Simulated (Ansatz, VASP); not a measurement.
# CO2 in two plane-wave programs

Aim: how closely do two programs agree when they are given the same cell, functional and k mesh? The cell is taken from a series of runs on this material, whose earlier steps may have relaxed, scaled, displaced or heated it; both programs get it as it stands.

Program: Ansatz 0.2.0. Level of theory: plane waves, with VASP 6.6.1 beside it; zone-centre phonons at PBEsol with D3(BJ). Results are calculated unless marked as measured.

### 1. The starting structure

Symmetry: I-42d, No. 122, tetragonal system. Conventional cell: a = 3.874 Å, b = 3.874 Å, c = 5.921 Å, α = 90.00°, β = 90.00°, γ = 90.00°. C has 4 O at 1.39 Å nearest. Nearest to O lie 2 C at 1.39 Å. Farther neighbours and most contacts between anions are not listed.

As a file:

```
C O
1.0
    -1.93692    1.93692    2.96034
     1.93692   -1.93692    2.96034
     1.93692    1.93692   -2.96034
C O
2 4
Direct
  0.75000 0.25000 0.50000
  0.00000 0.00000 0.00000
  0.70336 0.12500 0.07836
  0.04664 0.62500 0.92164
  0.37500 0.29664 0.42164
  0.87500 0.95336 0.57836
```

### 2. VASP: zone-centre phonons, PBEsol with D3(BJ)

Second derivatives magnify differences that forces hide, and they need a tight electronic threshold.

Lines of VASP's logs that name or quote its potential files are left out, and so is its time.

INCAR

```
SYSTEM = CO2
PREC = Accurate
ENCUT = 600
EDIFF = 1E-08
NELM = 120
ISMEAR = 0
SIGMA = 0.01
LREAL = .FALSE.
ALGO = Normal
GGA = PS
IVDW = 12
NBANDS = 22
LORBIT = 11
LWAVE = .FALSE.
LCHARG = .FALSE.
ISIF = 2
IBRION = 6
NFREE = 2
POTIM = 0.015
NSW = 1
LASPH = .TRUE.
GGA_COMPAT = .FALSE.
EFERMI = MIDGAP
KPAR = 2
```

POSCAR

```
CO2
1.0
   -1.9369244588      1.9369244588      2.9603403992
    1.9369244588     -1.9369244588      2.9603403992
    1.9369244588      1.9369244588     -2.9603403992
C O
2 4
Direct
    0.7500000000      0.2500000000      0.5000000000
    0.0000000000      0.0000000000      0.0000000000
    0.7033599074      0.1250000000      0.0783599074
    0.0466400926      0.6250000000      0.9216400926
    0.3750000000      0.2966400926      0.4216400926
    0.8750000000      0.9533599074      0.5783599074
```

KPOINTS

```
Automatic mesh
0
Gamma
8 8 8
0 0 0
```

The projector-augmented-wave data sets are C and O (PBE family, release 64).

The run is started by

```console
mpirun -np 2 vasp_std
```

Numbers of over 12 decimals in the logs are rounded to 6 here.

The program printed:

```text
[banner, memory and clock lines left out]
running    2 mpi-ranks, on    1 nodes
 distrk:  each k-point on    1 cores,    2 groups
 distr:  one band on    1 cores,    1 groups

 POSCAR found type information on POSCAR C O
 POSCAR found :  2 types and       6 ions
|                                                                             |
|               ----> ADVICE to this user running VASP <----                  |
|                                                                             |
|     You enforced a specific xc type in the INCAR file but a different       |
|     [... a line on the potential file left out ...]
|     I HOPE YOU KNOW WHAT YOU ARE DOING!                                     |
|                                                                             |

 LDA part: xc-table for (Slater+PW92), standard interpolation
 POSCAR, INCAR and KPOINTS ok, starting setup
 FFT: planning ... GRIDC
 FFT: planning ... GRID_SOFT
 FFT: planning ... GRID
 WAVECAR not read
 entering main loop
       N       E                     dE             d eps       ncg     rms          rms(c)
DAV:   1     0.184078510996E+03    0.18408E+03   -0.20649E+04  2596   0.163E+03
DAV:   2    -0.405704169639E+02   -0.22465E+03   -0.21693E+03  3462   0.343E+02
DAV:   3    -0.488521711380E+02   -0.82818E+01   -0.82442E+01  3304   0.670E+01
DAV:   4    -0.489284005929E+02   -0.76229E-01   -0.76139E-01  3192   0.721E+00
DAV:   5    -0.489294959878E+02   -0.10954E-02   -0.10951E-02  3274   0.843E-01    0.126E+01
DAV:   6    -0.461981221866E+02    0.27314E+01   -0.77056E+00  3190   0.216E+01    0.525E+00
DAV:   7    -0.461365337341E+02    0.61588E-01   -0.62019E-01  3184   0.597E+00    0.284E+00
DAV:   8    -0.461081818201E+02    0.28352E-01   -0.73822E-02  3022   0.251E+00    0.474E-01
DAV:   9    -0.461054032937E+02    0.27785E-02   -0.16859E-02  3136   0.107E+00    0.180E-01
DAV:  10    -0.461053902343E+02    0.13059E-04   -0.16905E-03  3136   0.341E-01    0.588E-02
DAV:  11    -0.461053593735E+02    0.30861E-04   -0.18622E-04  3226   0.105E-01    0.184E-02
DAV:  12    -0.461053639454E+02   -0.45718E-05   -0.15695E-05  3040   0.321E-02    0.462E-03
DAV:  13    -0.461053639913E+02   -0.45917E-07   -0.24866E-06  3256   0.117E-02    0.273E-03
DAV:  14    -0.461053640120E+02   -0.20706E-07   -0.29845E-07  3172   0.488E-03    0.850E-04
DAV:  15    -0.461053640804E+02   -0.68401E-07   -0.36979E-08  3166   0.136E-03    0.176E-04
DAV:  16    -0.461053640896E+02   -0.92550E-08   -0.20856E-09  1784   0.351E-04
   1 F= -.46525978E+02 E0= -.46525978E+02  d E =0.000000E+00
[... from here on, the cycles between the ionic steps are left out ...]
   2 F= -.46521832E+02 E0= -.46521832E+02  d E =0.000000E+00
   3 F= -.46521832E+02 E0= -.46521832E+02  d E =0.000000E+00
   4 F= -.46521694E+02 E0= -.46521694E+02  d E =0.000000E+00
   5 F= -.46521694E+02 E0= -.46521694E+02  d E =0.000000E+00
   6 F= -.46522278E+02 E0= -.46522278E+02  d E =0.000000E+00
   7 F= -.46522278E+02 E0= -.46522278E+02  d E =0.000000E+00
   8 F= -.46521187E+02 E0= -.46521187E+02  d E =0.000000E+00
   9 F= -.46524248E+02 E0= -.46524248E+02  d E =0.000000E+00
  10 F= -.46523220E+02 E0= -.46523220E+02  d E =0.000000E+00
 Finite differences progress:
  Degree of freedom:   5/  5
  Displacement:        1/  2
  Total:               9/ 10
 bond charge predicted
       N       E                     dE             d eps       ncg     rms          rms(c)
DAV:   1    -0.461014821157E+02    0.11236E-02   -0.28755E+00 11548   0.125E+01    0.404E-01
DAV:   2    -0.461031705079E+02   -0.16884E-02   -0.35235E-02 14464   0.150E+00    0.229E-01
DAV:   3    -0.461025959984E+02    0.57451E-03   -0.17765E-03 13906   0.410E-01    0.525E-02
DAV:   4    -0.461026054338E+02   -0.94354E-05   -0.30775E-04 14158   0.137E-01    0.316E-02
DAV:   5    -0.461026065955E+02   -0.11617E-05   -0.12024E-05 14100   0.270E-02    0.920E-03
DAV:   6    -0.461026057494E+02    0.84607E-06   -0.18692E-06 14098   0.135E-02    0.230E-03
DAV:   7    -0.461026057715E+02   -0.22088E-07   -0.37926E-07 14458   0.491E-03    0.589E-04
DAV:   8    -0.461026057749E+02   -0.34097E-08   -0.20624E-08 10334   0.125E-03
  11 F= -.46523220E+02 E0= -.46523220E+02  d E =0.000000E+00
 Finite differences progress:
  Degree of freedom:   5/  5
  Displacement:        2/  2
  Total:              10/ 10
```

Parts of OUTCAR (step 2):

```text
ion  position               nearest neighbor table
   1  0.750  0.250  0.500-   3 1.39   6 1.39   5 1.39   4 1.39
   2  0.000  0.000  0.000-   3 1.39   6 1.39   5 1.39   4 1.39
   3  0.703  0.125  0.078-   1 1.39   2 1.39
   4  0.047  0.625  0.922-   1 1.39   2 1.39
   5  0.375  0.297  0.422-   1 1.39   2 1.39
   6  0.875  0.953  0.578-   1 1.39   2 1.39

  LATTYP: Found a body centered tetragonal cell.
 ALAT       =     3.8738489176
 C/A-ratio  =     1.5283716336

 Subroutine GETGRP returns: Found  8 space group operations
 (whereof  4 operations were pure point group operations)

The static configuration has the point symmetry S_4 .
 The point group associated with its full space group is D_2d.

 Found     59 irreducible k-points:

   k-points           NKPTS =     59   k-points in BZ     NKDIM =     59   number of bands    NBANDS=     22

   dimension x,y,z NGX =    32 NGY =   32 NGZ =   32
   dimension x,y,z NGXF=    64 NGYF=   64 NGZF=   64

   ENCUT  =  600.0 eV  44.10 Ry    6.64 a.u.   8.06  8.06  8.06*2*pi/ulx,y,z

   NELECT =      32.0000    total number of electrons

 k-points in reciprocal lattice and weights: Automatic mesh
   0.00000000  0.00000000  0.00000000       0.002
   0.12500000  0.00000000  0.00000000       0.016
   0.25000000  0.00000000  0.00000000       0.016
   0.37500000  0.00000000  0.00000000       0.016
   0.50000000  0.00000000  0.00000000       0.008
   0.12500000  0.12500000  0.00000000       0.016
   0.25000000  0.12500000  0.00000000       0.031
   0.37500000  0.12500000  0.00000000       0.031
   0.50000000  0.12500000  0.00000000       0.031
[...]
-0.37500000 -0.37500000  0.37500000       0.004
   0.50000000  0.50000000  0.50000000       0.002

 Edisp (eV)   -0.42061

 average (electrostatic) potential at core
       1 -54.7082       2 -54.7131       3 -72.0168       4 -72.0170       5 -72.0135
       6 -72.0201

 E-fermi :   6.4973

 k-point     1 :       0.0000    0.0000    0.0000
  band No.  band energies     occupation
    ...
     12       1.3120      2.00000
     13       1.3169      2.00000
     14       1.8162      2.00000
     15       1.8516      2.00000
     16       2.2828      2.00000
     17      10.2875      0.00000
     18      12.2242      0.00000
     19      12.3136      0.00000
     20      12.3927      0.00000
     21      15.0319      0.00000
    ...

 k-point     2 :       0.1250    0.0000    0.0000
  band No.  band energies     occupation
    ...
     12       1.1723      2.00000
     13       1.3905      2.00000
     14       1.5889      2.00000
     15       1.8289      2.00000
[...]
-0.96846      1.27202      2.20526        -0.240133     -0.106666      0.367597
      2.90539      0.66491     -0.74009         0.006135      0.101165      0.018004
      0.66491      0.96846      0.74009         0.188704     -0.074925     -0.111671
      1.27202      0.96846      3.70043        -0.015567      0.076040     -0.111210
 -----------------------------------------------------------------------------------
    total drift:                                0.000035     -0.000009      0.000176

  FREE ENERGIE OF THE ION-ELECTRON SYSTEM (eV)
  ---------------------------------------------------
  free  energy   TOTEN  =       -46.5232197691 eV

  energy  without entropy=      -46.5232197691  energy(sigma->0) =      -46.52321977

 Eigenvectors and eigenvalues of the dynamical matrix
 ----------------------------------------------------

   1 f  =   33.348300 THz   209.533547 2PiTHz 1112.379544 cm-1   137.917424 meV
             X         Y         Z           dx          dy          dz
      0.000000  1.936924  1.480170     0.000000    0.000000   -0.704739
      0.000000  0.000000  0.000000    -0.000000    0.000000    0.704739
     -0.968462  1.272017  2.220255    -0.000000   -0.040887    0.000000
      2.905387  0.664908 -0.740085     0.000000    0.040887   -0.000000
      0.664908  0.968462  0.740085    -0.040887    0.000000    0.000000
      1.272017  0.968462  3.700425     0.040887    0.000000   -0.000000

   2 f  =   32.849591 THz   206.400069 2PiTHz 1095.744418 cm-1   135.854932 meV
             X         Y         Z           dx          dy          dz
      0.000000  1.936924  1.480170     0.000000    0.000000   -0.000000
      0.000000  0.000000  0.000000    -0.000000    0.000000   -0.000000
     -0.968462  1.272017  2.220255    -0.375188   -0.000000    0.330506
      2.905387  0.664908 -0.740085     0.375188   -0.000000    0.330506
      0.664908  0.968462  0.740085     0.000000   -0.375188   -0.330506
      1.272017  0.968462  3.700425     0.000000    0.375188   -0.330506

   3 f  =   32.397540 THz   203.559746 2PiTHz 1080.665606 cm-1   133.985399 meV
             X         Y         Z           dx          dy          dz
      0.000000  1.936924  1.480170     0.345895   -0.539953    0.000000
      0.000000  0.000000  0.000000     0.345897    0.539952    0.000000
     -0.968462  1.272017  2.220255    -0.006619    0.000001   -0.053800
      2.905387  0.664908 -0.740085    -0.006619    0.000001    0.053800
      0.664908  0.968462  0.740085    -0.293034    0.000000   -0.000000
      1.272017  0.968462  3.700425    -0.293034    0.000000    0.000000

   4 f  =   32.397540 THz   203.559746 2PiTHz 1080.665606 cm-1   133.985399 meV
             X         Y         Z           dx          dy          dz
      0.000000  1.936924  1.480170     0.539953    0.345895    0.000000
      0.000000  0.000000  0.000000    -0.539952    0.345897   -0.000000
     -0.968462  1.272017  2.220255    -0.000000   -0.293034   -0.000000
      2.905387  0.664908 -0.740085    -0.000000   -0.293034    0.000000
      0.664908  0.968462  0.740085    -0.000001   -0.006619    0.053800
      1.272017  0.968462  3.700425    -0.000001   -0.006619   -0.053800

   5 f  =   28.313966 THz   177.901896 2PiTHz  944.452251 cm-1   117.097103 meV
             X         Y         Z           dx          dy          dz
      0.000000  1.936924  1.480170    -0.000000   -0.000000   -0.416074
      0.000000  0.000000  0.000000    -0.000000    0.000000   -0.416074
     -0.968462  1.272017  2.220255    -0.361838    0.000000    0.180317
      2.905387  0.664908 -0.740085     0.361838    0.000000    0.180317
      0.664908  0.968462  0.740085    -0.000000    0.361838    0.180317
      1.272017  0.968462  3.700425    -0.000000   -0.361838    0.180317

   6 f  =   27.928884 THz   175.482352 2PiTHz  931.607286 cm-1   115.504531 meV
             X         Y         Z           dx          dy          dz
      0.000000  1.936924  1.480170     0.339661    0.319466   -0.000000
      0.000000  0.000000  0.000000     0.458454   -0.085138   -0.000000
     -0.968462  1.272017  2.220255    -0.394323    0.014228    0.319855
      2.905387  0.664908 -0.740085    -0.394323    0.014228   -0.319855
      0.664908  0.968462  0.740085     0.048461   -0.115774   -0.093910
      1.272017  0.968462  3.700425     0.048461   -0.115774    0.093910

   7 f  =   27.928884 THz   175.482352 2PiTHz  931.607286 cm-1   115.504531 meV
             X         Y         Z           dx          dy          dz
      0.000000  1.936924  1.480170    -0.319466    0.339661   -0.000000
      0.000000  0.000000  0.000000     0.085138    0.458454   -0.000000
     -0.968462  1.272017  2.220255     0.115774    0.048461   -0.093910
      2.905387  0.664908 -0.740085     0.115774    0.048461    0.093910
      0.664908  0.968462  0.740085    -0.014228   -0.394323   -0.319855
      1.272017  0.968462  3.700425    -0.014228   -0.394323    0.319855

   8 f  =   25.539076 THz   160.466746 2PiTHz  851.891870 cm-1   105.621083 meV
             X         Y         Z           dx          dy          dz
      0.000000  1.936924  1.480170     0.282973    0.382722   -0.000000
      0.000000  0.000000  0.000000     0.219678   -0.422246   -0.000000
     -0.968462  1.272017  2.220255     0.178319    0.031143   -0.288279
      2.905387  0.664908 -0.740085     0.178319    0.031143    0.288279
      0.664908  0.968462  0.740085    -0.396065   -0.014021   -0.022667
      1.272017  0.968462  3.700425    -0.396065   -0.014021    0.022667

   9 f  =   25.539076 THz   160.466746 2PiTHz  851.891870 cm-1   105.621083 meV
             X         Y         Z           dx          dy          dz
      0.000000  1.936924  1.480170     0.382722   -0.282973   -0.000000
      0.000000  0.000000  0.000000    -0.422246   -0.219678   -0.000000
     -0.968462  1.272017  2.220255    -0.014021    0.396065    0.022667
      2.905387  0.664908 -0.740085    -0.014021    0.396065   -0.022667
      0.664908  0.968462  0.740085     0.031143   -0.178319   -0.288279
      1.272017  0.968462  3.700425     0.031143   -0.178319    0.288279

  10 f  =   23.817376 THz   149.648987 2PiTHz  794.462148 cm-1    98.500708 meV
             X         Y         Z           dx          dy          dz
      0.000000  1.936924  1.480170     0.000000    0.000000   -0.057823
      0.000000  0.000000  0.000000     0.000000    0.000000    0.057823
     -0.968462  1.272017  2.220255    -0.000000    0.498325    0.000000
      2.905387  0.664908 -0.740085    -0.000000   -0.498325   -0.000000
      0.664908  0.968462  0.740085     0.498325   -0.000000    0.000000
      1.272017  0.968462  3.700425    -0.498325    0.000000    0.000000

  11 f  =   20.723218 THz   130.207816 2PiTHz  691.252132 cm-1    85.704303 meV
             X         Y         Z           dx          dy          dz
      0.000000  1.936924  1.480170     0.000000   -0.000000    0.436268
      0.000000  0.000000  0.000000    -0.000000   -0.000000    0.436268
     -0.968462  1.272017  2.220255    -0.345069    0.000000   -0.189109
      2.905387  0.664908 -0.740085     0.345069   -0.000000   -0.189109
      0.664908  0.968462  0.740085    -0.000000    0.345069   -0.189109
      1.272017  0.968462  3.700425     0.000000   -0.345069   -0.189109

  12 f  =   19.672237 THz   123.604308 2PiTHz  656.195180 cm-1    81.357797 meV
             X         Y         Z           dx          dy          dz
      0.000000  1.936924  1.480170    -0.000000    0.000000   -0.000000
      0.000000  0.000000  0.000000     0.000000   -0.000000   -0.000000
     -0.968462  1.272017  2.220255     0.000000    0.500000    0.000000
      2.905387  0.664908 -0.740085    -0.000000   -0.500000    0.000000
      0.664908  0.968462  0.740085    -0.500000   -0.000000    0.000000
      1.272017  0.968462  3.700425     0.500000    0.000000    0.000000

  13 f  =   16.223037 THz   101.932350 2PiTHz  541.142276 cm-1    67.093061 meV
             X         Y         Z           dx          dy          dz
      0.000000  1.936924  1.480170     0.000000    0.000000   -0.000000
      0.000000  0.000000  0.000000     0.000000    0.000000   -0.000000
     -0.968462  1.272017  2.220255     0.330506    0.000000    0.375188
      2.905387  0.664908 -0.740085    -0.330506   -0.000000    0.375188
      0.664908  0.968462  0.740085     0.000000    0.330506   -0.375188
      1.272017  0.968462  3.700425    -0.000000   -0.330506   -0.375188
    [... 42 further lines ...]
      2.905387  0.664908 -0.740085     0.000024    0.000000    0.426291
      0.664908  0.968462  0.740085     0.000000    0.000024    0.426291
      1.272017  0.968462  3.700425     0.000000   -0.000024    0.426291

 ELASTIC MODULI CONTR FROM IONIC RELAXATION (kBar)
 Direction    XX          YY          ZZ          XY          YZ          ZX
 --------------------------------------------------------------------------------
 XX       -2415.2101  -1265.1010   -971.6021      0.0000      0.0000     -0.0000
 YY       -1265.1010  -2415.2101   -971.6021     -0.0000     -0.0000     -0.0000
 ZZ        -971.6021   -971.6021   -513.0059     -0.0000     -0.0000     -0.0000
 XY           0.0000     -0.0000     -0.0000  -1151.0855     -0.0000      0.0000
 YZ           0.0000     -0.0000     -0.0000     -0.0000  -1317.5041      0.0000
 ZX          -0.0000     -0.0000     -0.0000      0.0000      0.0000  -1317.5037
 --------------------------------------------------------------------------------

 total charge
# of ion       s       p       d       tot
------------------------------------------
    1        0.791   1.594   0.000   2.384
    2        0.791   1.594   0.000   2.384
    3        1.561   3.631   0.000   5.192
    4        1.561   3.631   0.000   5.192
    5        1.561   3.631   0.000   5.192
    6        1.561   3.631   0.000   5.192
--------------------------------------------------
tot          7.824  17.711   0.000  25.535
```

The last energy, forces, stress and levels in OUTCAR belong to the last displaced cell, not to the cell of POSCAR. The PAW data sets were made with PBE, which is usual practice but a small mismatch for other functionals.

Levels, forces or a CONTCAR printed for this step are those of its last displaced cell, not of the structure at rest.

(Part 1 of 2 ends here.)

[Lines on the potential files, build, host, timing and source positions are cut from VASP's logs without a mark.]

[Logs are printed without paths, hosts, clocks, repeated set-up lines and the standing remarks that a program may print on its own settings, such as how far it seeks lower states.]

[Hosts, paths, dates, database ids (printed as entryN), source tags and the programs' standing remarks are cut or masked in the printed files.]
